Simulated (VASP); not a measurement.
Calculation: PBEsol GGA, VASP's PBE PAW potentials (set 64) (plane waves; VASP 6.6.1).

VASP ran on this input.

File POSCAR:
```
MnF2
1
    4.8456350247     0.0000000000     0.0000000000
    0.0000000000     4.8456350247     0.0000000000
    0.0000000000     0.0000000000     3.2805016993
Mn F
2 4
Direct
  0.0000000000   0.0000000000   0.0000000000
  0.5000000000   0.5000000000   0.5000000000
  0.3035984944   0.3035984944   0.0000000000
  0.8035984944   0.1964015056   0.5000000000
  0.1964015056   0.8035984944   0.5000000000
  0.6964015056   0.6964015056   0.0000000000
```

### INCAR
```
LASPH=T   ! aspherical one-centre terms
LREAL=F   ! projection in real space or not
GGA=PS
LCHARG=T
LMAXMIX=4
EDIFF=1E-7   ! SCF stop (eV)
NEDOS=601   ! DOS grid
LORBIT=11
ALGO=Normal   ! blocked Davidson
ISIF=2
LWAVE=F
ISMEAR=-5   ! tetrahedra, Bloechl
PREC=Accurate
ENCUT=520
ISPIN=2
SYSTEM=MnF2
NELM=100   ! most electronic steps
MAGMOM=4.5 -4.5 -0.0 2*0.0 -0.0
```

File KPOINTS:
```
K-points
0
Gamma
  5 5 8
```

POTCAR, in this order: Mn_pv F (PBE.64 set). Program: vasp_std.

The run wrote:

OSZICAR:
```
       N       E                     dE             d eps       ncg     rms          rms(c)
DAV:   1     0.710154072263E+03    0.71015E+03   -0.31558E+04  3944   0.192E+03
DAV:   2     0.282316990558E+02   -0.68192E+03   -0.65891E+03  4304   0.551E+02
DAV:   3    -0.420196285330E+02   -0.70251E+02   -0.69863E+02  4208   0.186E+02
DAV:   4    -0.438896930091E+02   -0.18701E+01   -0.18650E+01  4560   0.306E+01
DAV:   5    -0.439221748639E+02   -0.32482E-01   -0.32459E-01  4080   0.446E+00    0.205E+01
DAV:   6    -0.406408465663E+02    0.32813E+01   -0.23399E+01  4608   0.366E+01    0.154E+01
DAV:   7    -0.407463143151E+02   -0.10547E+00   -0.16732E+00  3976   0.100E+01    0.104E+01
DAV:   8    -0.405951185139E+02    0.15120E+00   -0.47133E-01  4008   0.619E+00    0.338E+00
DAV:   9    -0.407545258567E+02   -0.15941E+00   -0.11461E-01  4656   0.368E+00    0.873E-01
DAV:  10    -0.407600030513E+02   -0.54772E-02   -0.19366E-02  3928   0.918E-01    0.167E-01
DAV:  11    -0.407602214628E+02   -0.21841E-03   -0.69807E-04  4512   0.228E-01    0.630E-02
DAV:  12    -0.407603677910E+02   -0.14633E-03   -0.66414E-05  4152   0.659E-02    0.412E-02
DAV:  13    -0.407604073931E+02   -0.39602E-04   -0.38560E-05  4208   0.409E-02    0.164E-02
DAV:  14    -0.407604141444E+02   -0.67513E-05   -0.10769E-05  4416   0.245E-02    0.495E-03
DAV:  15    -0.407604142696E+02   -0.12527E-06   -0.51157E-07  3568   0.543E-03    0.212E-03
DAV:  16    -0.407604144650E+02   -0.19538E-06   -0.17579E-07  3152   0.276E-03    0.958E-04
DAV:  17    -0.407604144588E+02    0.61991E-08   -0.11930E-08  2272   0.927E-04
   1 F= -.40760414E+02 E0= -.40760414E+02  d E =0.000000E+00  mag=     0.0000
```

**OUTCAR**
```
------------------------ aborting loop because EDIFF is reached ----------------------------------------
  FORCE on cell =-STRESS in cart. coord.  units (eV):
  Direction    XX          YY          ZZ          XY          YZ          ZX
  --------------------------------------------------------------------------------------
  Total        0.0923451      0.0923451      0.0314382      0.0000000      0.0000000      0.0000000
  in kB        1.9208029      1.9208029      0.6539221      0.0000000      0.0000000      0.0000000
  external PRESSURE =       1.4985093 kB  Pullay stress =       0.0000000 kB
  volume of cell :       77.03
      direct lattice vectors                 reciprocal lattice vectors
     4.845635025  0.000000000  0.000000000     0.206371300  0.000000000  0.000000000
     0.000000000  4.845635025  0.000000000     0.000000000  0.206371300  0.000000000
     0.000000000  0.000000000  3.280501699     0.000000000  0.000000000  0.304831423
 POSITION                                       TOTAL-FORCE (eV/Angst)
 -----------------------------------------------------------------------------------
      0.00000      0.00000      0.00000        -0.000000      0.000000      0.000000
      2.42282      2.42282      1.64025        -0.000000      0.000000      0.000000
      1.47113      1.47113      0.00000        -0.013352     -0.013352      0.000000
      3.89395      0.95169      1.64025        -0.013352      0.013352     -0.000000
      0.95169      3.89395      1.64025         0.013352     -0.013352      0.000000
      3.37451      3.37451      0.00000         0.013352      0.013352     -0.000000
 -----------------------------------------------------------------------------------
    total drift:                                0.000000      0.000000      0.000000
  FREE ENERGIE OF THE ION-ELECTRON SYSTEM (eV)
  ---------------------------------------------------
  free  energy   TOTEN  =       -40.7604144588 eV

  energy  without entropy=      -40.7604144588  energy(sigma->0) =      -40.76041446

 total charge

# of ion       s       p       d       tot
------------------------------------------
    1        0.169   6.155   4.969  11.293
    2        0.169   6.155   4.969  11.293
    3        1.733   4.352   0.000   6.085
    4        1.733   4.352   0.000   6.085
    5        1.733   4.352   0.000   6.085
    6        1.733   4.352   0.000   6.085
--------------------------------------------------
tot          7.270  29.718   9.937  46.925

 magnetization (x)

# of ion       s       p       d       tot
------------------------------------------
    1        0.017   0.017   4.483   4.517
    2       -0.017  -0.017  -4.483  -4.517
    3       -0.003  -0.024   0.000  -0.027
    4        0.003   0.024   0.000   0.027
    5        0.003   0.024   0.000   0.027
    6       -0.003  -0.024   0.000  -0.027
--------------------------------------------------
tot          0.000   0.000   0.000   0.000
```
(Selected blocks of OUTCAR.)

The compound is MnF2 in the rutile structure. It was relaxed first.
